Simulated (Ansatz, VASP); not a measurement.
# Ti2MoCSeO3 (2H-MoOSe under Ti2CO2 MXene, AA) in two plane-wave programs, part 2 of 2

One calculation is typed for both programs; each brings its own data sets. How far apart do they land? The cell is taken from a series of runs on this material, whose earlier steps may have relaxed, scaled, displaced or heated it; both programs get it as it stands.

VASP 6.6.1 and Ansatz 0.2.0.

So far: Starting point; Ansatz: single point, PBE with D3(BJ).

### 3. VASP: single point, PBE with D3(BJ)

Level of this step: PBE with D3(BJ), no spin polarisation; plane waves and PAW (Se, Mo_sv, O, Ti_sv, C) (VASP).

The same cell, functional, mesh and smearing now go to VASP, with its own data sets.

Lines of VASP's logs that name or quote its potential files are left out, and so is its time.

The input, INCAR:

```
SYSTEM = Ti2MoCSeO3
PREC = Accurate
ENCUT = 520
EDIFF = 1E-06
NELM = 120
ISMEAR = -1
SIGMA = 0.05
LREAL = .FALSE.
ALGO = Normal
GGA = PE
IVDW = 12
NBANDS = 41
LASPH = .TRUE.
LORBIT = 11
LWAVE = .FALSE.
LCHARG = .FALSE.
ISIF = 2
LDIPOL = .TRUE.
IDIPOL = 3
DIPOL = 0.5 0.5 0.521
LVHAR = .TRUE.
GGA_COMPAT = .FALSE.
EFERMI = MIDGAP
NELMDL = -8
KPAR = 2
```

The input, POSCAR:

```
Ti2MoCSeO3
1.0
    3.0219811970      0.0000000000      0.0000000000
   -1.5109905985      2.6171124864      0.0000000000
    0.0000000000      0.0000000000     28.2156289013
Se Mo O Ti C
1 1 3 2 1
Direct
    0.3333333333      0.6666666667      0.3189721566
    0.0000000000      0.0000000000      0.3820694127
    0.3333333333      0.6666666667      0.4218237086
    0.3333333333      0.6666666667      0.5246773505
    0.6666666667      0.3333333333      0.6810278434
    0.6666666667      0.3333333333      0.5567034805
    0.3333333333      0.6666666667      0.6488422127
    0.0000000000      0.0000000000      0.6027811510
```

The input, KPOINTS:

```
Automatic mesh
0
Gamma
18 18 1
0 0 0
```

The projector-augmented-wave data sets are Se, Mo_sv, O, Ti_sv and C (PBE family, release 64).

Command:

```
$ mpirun -np 2 vasp_std
```

Numbers of over 12 decimals in the logs are rounded to 6 here.

The program printed:

```text
[banner, memory and clock lines left out]
running    2 mpi-ranks, on    1 nodes
 distrk:  each k-point on    1 cores,    2 groups
 distr:  one band on    1 cores,    1 groups

 POSCAR found type information on POSCAR SeMoO TiC
 POSCAR found :  5 types and       8 ions
 LDA part: xc-table for (Slater+PW92), standard interpolation
 POSCAR, INCAR and KPOINTS ok, starting setup
 FFT: planning ... GRIDC
 FFT: planning ... GRID_SOFT
 FFT: planning ... GRID
 WAVECAR not read
 entering main loop
       N       E                     dE             d eps       ncg     rms          rms(c)
DAV:   1     0.844506251576E+03    0.84451E+03   -0.34910E+04  3314   0.155E+03
DAV:   2     0.297470861775E+02   -0.81476E+03   -0.78573E+03  3523   0.465E+02
DAV:   3    -0.761559799385E+02   -0.10590E+03   -0.10358E+03  4440   0.162E+02
DAV:   4    -0.847971501002E+02   -0.86412E+01   -0.86149E+01  4908   0.406E+01
DAV:   5    -0.853174630694E+02   -0.52031E+00   -0.52016E+00  4300   0.825E+00
DAV:   6    -0.853323145483E+02   -0.14851E-01   -0.14850E-01  4555   0.157E+00
DAV:   7    -0.853329335166E+02   -0.61897E-03   -0.61895E-03  4364   0.251E-01
DAV:   8    -0.853329416576E+02   -0.81410E-05   -0.81406E-05  4508   0.359E-02    0.390E+01
DAV:   9    -0.702992328723E+02    0.15034E+02   -0.13072E+02  3905   0.742E+01    0.167E+01
DAV:  10    -0.890709007703E+02   -0.18772E+02   -0.12651E+02  4808   0.472E+01    0.325E+01
DAV:  11    -0.687023557108E+02    0.20369E+02   -0.26311E+02  4495   0.344E+01    0.120E+01
DAV:  12    -0.691402729107E+02   -0.43792E+00   -0.16154E+01  4066   0.200E+01    0.738E+00
DAV:  13    -0.686410484767E+02    0.49922E+00   -0.57508E+00  4686   0.949E+00    0.547E+00
DAV:  14    -0.682864540673E+02    0.35459E+00   -0.55873E-01  4697   0.485E+00    0.374E+00
[...]
DAV:  32    -0.677486071585E+02    0.24167E-04   -0.71251E-06  3409   0.268E-02    0.114E-02
DAV:  33    -0.677485888377E+02    0.18321E-04   -0.66670E-06  3492   0.246E-02    0.101E-02
DAV:  34    -0.677485765176E+02    0.12320E-04   -0.48251E-06  3622   0.197E-02    0.887E-03
DAV:  35    -0.677485682696E+02    0.82480E-05   -0.22206E-06  3215   0.156E-02    0.782E-03
DAV:  36    -0.677485554233E+02    0.12846E-04   -0.39837E-06  3283   0.263E-02    0.609E-03
DAV:  37    -0.677485473434E+02    0.80799E-05   -0.43387E-06  3322   0.222E-02    0.461E-03
DAV:  38    -0.677485418435E+02    0.54999E-05   -0.27141E-06  3186   0.171E-02    0.357E-03
DAV:  39    -0.677485422433E+02   -0.39974E-06   -0.20142E-06  2965   0.598E-03
   1 F= -.69911011E+02 E0= -.69910685E+02  d E =-.650080E-03
```

Parts of OUTCAR (step 3):

```text
ion  position               nearest neighbor table
   1  0.333  0.667  0.319-   2 2.49   2 2.49   2 2.49
   2  0.000  0.000  0.382-   3 2.07   3 2.07   3 2.07   1 2.49   1 2.49   1 2.49
   3  0.333  0.667  0.422-   2 2.07   2 2.07   2 2.07
   4  0.333  0.667  0.525-   6 1.96   6 1.96   6 1.96
   5  0.667  0.333  0.681-   7 1.97   7 1.97   7 1.97
   6  0.667  0.333  0.557-   4 1.96   4 1.96   4 1.96   8 2.18   8 2.18   8 2.18
   7  0.333  0.667  0.649-   5 1.97   5 1.97   5 1.97   8 2.18   8 2.18   8 2.18
   8  0.000  0.000  0.603-   7 2.18   7 2.18   7 2.18   6 2.18   6 2.18   6 2.18

  LATTYP: Found a hexagonal cell.
 ALAT       =     3.0219811970
 C/A-ratio  =     9.3367982995

 Subroutine GETGRP returns: Found  6 space group operations
 (whereof  6 operations were pure point group operations)

The static configuration has the point symmetry C_3v.

 Found     37 irreducible k-points:

   k-points           NKPTS =     37   k-points in BZ     NKDIM =     37   number of bands    NBANDS=     41

   dimension x,y,z NGX =    24 NGY =   24 NGZ =  210
   dimension x,y,z NGXF=    48 NGYF=   48 NGZF=  420

   ENCUT  =  520.0 eV  38.22 Ry    6.18 a.u.   5.62  5.62 52.46*2*pi/ulx,y,z

   NELECT =      66.0000    total number of electrons

 k-points in reciprocal lattice and weights: Automatic mesh
   0.00000000  0.00000000  0.00000000       0.003
   0.05555556 -0.00000000  0.00000000       0.019
   0.11111111 -0.00000000  0.00000000       0.019
   0.16666667 -0.00000000  0.00000000       0.019
   0.22222222  0.00000000  0.00000000       0.019
   0.27777778  0.00000000  0.00000000       0.019
   0.33333333  0.00000000  0.00000000       0.019
   0.38888889  0.00000000  0.00000000       0.019
   0.44444444  0.00000000  0.00000000       0.019
[...]
0.33333333  0.27777778  0.00000000       0.037
   0.33333333  0.33333333  0.00000000       0.006

 dipolmoment           0.000000      0.000000      0.103848 electrons x Angstroem

 average (electrostatic) potential at core
       1 -59.0660       2 -82.5325       3 -75.9933       4 -75.1863       5 -75.1598
       6 -81.0631       7 -81.0634       8 -53.0767

 E-fermi :   0.7953

 k-point     1 :       0.0000    0.0000    0.0000
  band No.  band energies     occupation
    ...
     29      -1.5381      2.00000
     30      -0.4735      2.00000
     31       0.1208      2.00000
     32       0.6861      1.79739
     33       0.6861      1.79739
     34       1.3331      0.00004
     35       1.3331      0.00004
     36       2.1631      0.00000
     37       2.1631      0.00000
     38       2.1799      0.00000
    ...

 k-point     2 :       0.0556   -0.0000    0.0000
  band No.  band energies     occupation
    ...
     29      -1.5825      2.00000
     30      -0.4171      2.00000
     31       0.0760      2.00000
     32       0.2809      1.99993
     33       0.4197      1.99891
     34       1.5059      0.00000
     35       1.6016      0.00000
     36       2.0443      0.00000
     37       2.1555      0.00000
     38       2.1729      0.00000
    ...

 k-point     3 :       0.1111   -0.0000    0.0000
  band No.  band energies     occupation
    ...
     29      -1.6899      2.00000
     30      -0.4534      2.00000
     31      -0.3373      2.00000
     32      -0.0565      2.00000
     33       0.0114      2.00000
     34       1.4955      0.00000
     35       1.9372      0.00000
     36       2.0487      0.00000
     37       2.1524      0.00000
     38       2.2532      0.00000
    ...

 Edisp (eV)   -2.16247

  Total       0.37619     0.37619     0.21108     0.00000     0.00000     0.00000
  in kB       2.70091     2.70091     1.51547     0.00000     0.00000     0.00000
  external pressure =        2.31 kB  Pullay stress =        0.00 kB

  energy-cutoff  :      520.00
  volume of cell :      223.15
      direct lattice vectors                 reciprocal lattice vectors
     3.021981197  0.000000000  0.000000000     0.330908743  0.191050252  0.000000000
    -1.510990599  2.617112486  0.000000000     0.000000000  0.382100504  0.000000000
     0.000000000  0.000000000 28.215628901     0.000000000  0.000000000  0.035441351

 POSITION                                       TOTAL-FORCE (eV/Angst)
 -----------------------------------------------------------------------------------
     -0.00000      1.74474      9.00000        -0.000000      0.000000     -0.050456
      0.00000      0.00000     10.78033        -0.000000     -0.000000      0.003045
     -0.00000      1.74474     11.90202         0.000000     -0.000000      0.046796
     -0.00000      1.74474     14.80410         0.000000     -0.000000     -0.052493
      1.51099      0.87237     19.21563         0.000000      0.000000      0.054464
      1.51099      0.87237     15.70774        -0.000000      0.000000      0.034011
     -0.00000      1.74474     18.30749        -0.000000      0.000000     -0.036622
      0.00000      0.00000     17.00785         0.000000      0.000000      0.001255
 -----------------------------------------------------------------------------------
    total drift:                                0.000000     -0.000000      0.001583

  FREE ENERGIE OF THE ION-ELECTRON SYSTEM (eV)
  ---------------------------------------------------
  free  energy   TOTEN  =       -69.9110105158 eV

  energy  without entropy=      -69.9103604357  energy(sigma->0) =      -69.91068548

 vacuum level on the upper side and lower side of the slab         6.536         4.159

 total charge
# of ion       s       p       d       tot
------------------------------------------
    1        1.487   2.358   0.081   3.927
    2        2.283   6.228   3.890  12.401
    3        1.579   3.384   0.000   4.963
    4        1.579   3.455   0.000   5.034
    5        1.578   3.453   0.000   5.032
    6        2.206   6.270   1.851  10.327
    7        2.206   6.269   1.848  10.323
    8        0.888   1.539   0.000   2.427
--------------------------------------------------
tot         13.808  32.958   7.670  54.435

[... 3 further parts left out ...]
```

This run has no spin polarisation, so a moment on Mo and Ti, if there is one, isn't seen.

### 4. Differences

Known differences besides the potentials themselves: the data sets hold 76 valence electrons in Ansatz (on its default PAW (the set named soft_2) files) and 66 in VASP; the cutoff is 420 eV in Ansatz and 520 eV in VASP. Total energies have different zeros and are not compared.

The two programs side by side:

```csv
quantity,Ansatz,VASP,difference
gap on the k mesh (eV),0.314,0.329,-0.015
```

A gap on the mesh is an upper bound, since the band edges may lie between its points. With vacuum in the cell, a pressure given here is an average over mostly empty space and none of the material.

### 5. VASP: single point, PBE, spin-orbit coupling

A single point gives forces, pressure and levels at one fixed geometry, so differences don't come from the geometry; what else differs is listed under the comparison.

The input, INCAR:

```
SYSTEM = Ti2MoCSeO3
PREC = Accurate
ENCUT = 520
EDIFF = 1E-06
NELM = 200
ISMEAR = -1
SIGMA = 0.05
LREAL = .FALSE.
ALGO = Normal
GGA = PE
LNONCOLLINEAR = .TRUE.
MAGMOM = 0 0 0 0 0 0 0 0 0 0 0 0 0 0 0 0 0 0 0 0 0 0 0 0
NBANDS = 82
GGA_COMPAT = .FALSE.
LASPH = .TRUE.
LSORBIT = .TRUE.
LMAXMIX = 4
LORBIT = 11
LWAVE = .FALSE.
LCHARG = .FALSE.
ISIF = 2
LDIPOL = .TRUE.
IDIPOL = 3
DIPOL = 0.5 0.5 0.521
LVHAR = .TRUE.
EFERMI = MIDGAP
NELMDL = -8
KPAR = 2
```

POSCAR is that of step 3.

The input, KPOINTS:

```
Automatic mesh
0
Gamma
12 12 1
0 0 0
```

Command:

```
$ mpirun -np 2 vasp_ncl
```

The program printed:

```text
[... set-up lines as in an earlier step ...]
 entering main loop
       N       E                     dE             d eps       ncg     rms          rms(c)
DAV:   1     0.873315247451E+03    0.87332E+03   -0.34329E+04  5676   0.155E+03
DAV:   2     0.424704076236E+02   -0.83084E+03   -0.80019E+03  5746   0.472E+02
DAV:   3    -0.741857005537E+02   -0.11666E+03   -0.11393E+03  7088   0.173E+02
DAV:   4    -0.846928787602E+02   -0.10507E+02   -0.10464E+02  7568   0.460E+01
[...]
DAV:  31    -0.678747776729E+02    0.66567E-04   -0.29109E-05  5832   0.355E-02    0.191E-02
DAV:  32    -0.678747889556E+02   -0.11283E-04   -0.12996E-05  5078   0.143E-02    0.196E-02
DAV:  33    -0.678747880816E+02    0.87401E-06   -0.63844E-07  4360   0.334E-03
   1 F= -.67874788E+02 E0= -.67874391E+02  d E =-.793914E-03  mag=     0.0000     0.0000     0.0000
```

Parts of OUTCAR (step 5):

```text
  Total        2.6824628      2.6824628      1.7100558     -0.0000000      0.0000000      0.0000000
  in kB       19.2592963     19.2592963     12.2776991     -0.0000000      0.0000000      0.0000000
  external PRESSURE =      16.9320973 kB  Pullay stress =       0.0000000 kB

 POSITION                                       TOTAL-FORCE (eV/Angst)
 -----------------------------------------------------------------------------------
     -0.00000      1.74474      9.00000        -0.000000      0.000000     -0.161070
      0.00000      0.00000     10.78033        -0.000000      0.000000     -0.060777
     -0.00000      1.74474     11.90202         0.000000     -0.000000      0.067841
     -0.00000      1.74474     14.80410         0.000000      0.000000     -0.048686
      1.51099      0.87237     19.21563        -0.000000      0.000000      0.109088
      1.51099      0.87237     15.70774        -0.000000     -0.000000      0.008076
     -0.00000      1.74474     18.30749         0.000000     -0.000000      0.062361
      0.00000      0.00000     17.00785        -0.000000      0.000000      0.023167
 -----------------------------------------------------------------------------------
    total drift:                                0.000000     -0.000000      0.004743

  FREE ENERGIE OF THE ION-ELECTRON SYSTEM (eV)
  ---------------------------------------------------
  free  energy   TOTEN  =       -67.8747880816 eV

  energy  without entropy=      -67.8739941674  energy(sigma->0) =      -67.87439112

 magnetization (x)
# of ion       s       p       d       tot
------------------------------------------
    1       -0.000  -0.000   0.000  -0.000
    2        0.000   0.000   0.000   0.000
    3        0.000   0.000   0.000   0.000
    4        0.000   0.000   0.000   0.000
    5        0.000   0.000   0.000   0.000
    6        0.000   0.000   0.000   0.000
    7        0.000   0.000   0.000   0.000
    8        0.000   0.000   0.000   0.000
--------------------------------------------------
tot         -0.000  -0.000   0.000  -0.000

 magnetization (y)
# of ion       s       p       d       tot
------------------------------------------
    1        0.000   0.000   0.000   0.000
    2        0.000   0.000   0.000   0.000
    3        0.000   0.000   0.000   0.000
    4        0.000   0.000   0.000   0.000
    5        0.000   0.000   0.000   0.000
    6        0.000   0.000   0.000   0.000
    7        0.000   0.000   0.000   0.000
    8        0.000   0.000   0.000   0.000
--------------------------------------------------
tot          0.000   0.000   0.000   0.000

 magnetization (z)
# of ion       s       p       d       tot
------------------------------------------
    1       -0.000  -0.000   0.000  -0.000
    2        0.000  -0.000   0.000  -0.000
    3       -0.000  -0.000   0.000  -0.000
    4        0.000   0.000   0.000   0.000
    5       -0.000  -0.000   0.000  -0.000
    6        0.000   0.000   0.000   0.000
    7       -0.000   0.000   0.000  -0.000
    8        0.000   0.000   0.000   0.000
--------------------------------------------------
tot          0.000  -0.000   0.000  -0.000

[... 1 part as in an earlier step ...]

[... 2 further parts left out ...]
[key lines of the parts left out:]
E-fermi :   0.7664
```

### 6. Ansatz: single point, PBE, spin-orbit coupling

The same cell, functional, mesh and smearing now go to Ansatz, which takes its cutoff from its data sets.

The cell is taken from a series of runs on this material, whose earlier steps may have relaxed, scaled, displaced or heated it; both programs get it as it stands.

The input, input.yaml:

```yaml
crystal:
  lattice:
    - [3.021981197, 0.0, 0.0]
    - [-1.5109905985, 2.6171124864, 0.0]
    - [0.0, 0.0, 28.2156289013]
  atoms:
    - { symbol: Se, position: [0.3333333333, 0.6666666667, 0.3189721566] }
    - { symbol: Mo, position: [0.0, 0.0, 0.3820694127] }
    - { symbol: O, position: [0.3333333333, 0.6666666667, 0.4218237086] }
    - { symbol: O, position: [0.3333333333, 0.6666666667, 0.5246773505] }
    - { symbol: Ti, position: [0.6666666667, 0.3333333333, 0.5567034805] }
    - { symbol: C, position: [0.0, 0.0, 0.602781151] }
    - { symbol: Ti, position: [0.3333333333, 0.6666666667, 0.6488422127] }
    - { symbol: O, position: [0.6666666667, 0.3333333333, 0.6810278434] }
kpoints:
  mp_grid: { grid: [12, 12, 1] }
  band_path: { path: [[0, 0, 0], [0.12, 0, 0]], npoints: 24 }
hamiltonian:
  xc: pbe
  pseudopotentials: { kind: paw_fr }
magnetization:
  noncollinear: true
  spin_orbit: true
scf:
  occupations: { method: fermi_dirac, width: 0.05 }
  convergence: { dr2_threshold: 1.0e-09 }
efield:
  axis: 3
  dipole_correction: true
  ramp_position: 0.97
  ramp_width: 0.06
  amplitude: 0
output:
  write_potential: true
  write_density: true
  volumetric_format: npy
```

Command:

```
$ ansatz run input.yaml --threads 4 --pin off --max-ram 6144MiB --backend cpu --events-out ev --progress --plain --runs-dir out
```

The program printed:

```text
[...]
non-collinear run that drives no moment, with spin-orbit: no starting moment large enough to seed its density (crystal.atoms[].spin), no starting occupations that ask for one, no magnetisation constraint and no magnetic field, so the semilocal B_xc is pinned to zero
Crystal: 8 atoms, lattice volume = 223.154 Å³
[...]
k-point 1: bands = [... 72 lower, 2.3753, 2.3770, 2.5693, 2.5693, 3.8960, 3.8963, 4.1554, 4.1554, ... 12 higher]
  k-point 2: bands = [... 72 lower, 2.0001, 2.0001, 2.1100, 2.1125, 3.7502, 3.7506, 4.0087, 4.0243, ... 12 higher]
  k-point 18: bands = [... 72 lower, 0.2597, 0.2613, 1.2041, 1.3546, 3.3509, 3.3738, 4.2182, 4.2184, ... 12 higher]
[key lines of the parts left out:]
SCF converged after 18 iterations
Magnetization: |M| = 0.0000 μB,  M = (+0.0000, +0.0000, +0.0000) μB
Free energy (F): -17385.252683 eV
Fermi energy:    3.164577 eV
Dipole field:    D = -0.083992 V/Å  (p = -0.103581 e·Å, saw-weighted, corrected)
Work function:   Φ+ = 5.7062 eV   Φ− = 3.3364 eV
```

### 7. Side by side

What differs besides the data sets and the points named for the pairs above, as far as they apply: spin-orbit coupling enters by fully relativistic files in Ansatz and inside the spheres in VASP; the data sets hold 76 valence electrons in Ansatz (on its fully relativistic PAW (standard-fr) files) and 66 in VASP. Total energies have different zeros and are not compared.

The two programs side by side:

```csv
quantity,Ansatz,VASP,difference
gap on the k mesh (eV),0.304,0.336,-0.032
```

A gap on the mesh is an upper bound, since the band edges may lie between its points. With vacuum in the cell, a pressure given here is an average over mostly empty space and none of the material.

### 8. Results

```
difference in gap on the k mesh (single point, PBE with D3(BJ))          : -0.015 eV
difference in gap on the k mesh (single point, PBE, spin-orbit coupling) : -0.032 eV
```

The difference in gap on the k mesh is -0.032 eV (single point, PBE, spin-orbit coupling), within the 0.08 eV picked in this series as the mark of a large difference. The data sets hold unlike numbers of valence electrons (76 in Ansatz and 66 in VASP), so part of the differences comes from the potentials. Such differences can come from data sets, numerical settings and the points named under the comparisons, not from the functional's error against experiment.

[Lines on the potential files, build, host, timing and source positions are cut from VASP's logs without a mark.]

[Logs are printed without paths, hosts, clocks, repeated set-up lines and the standing remarks that a program may print on its own settings, such as how far it seeks lower states.]

[Hosts, paths, dates, database ids (printed as entryN), source tags and the programs' standing remarks are cut or masked in the printed files.]
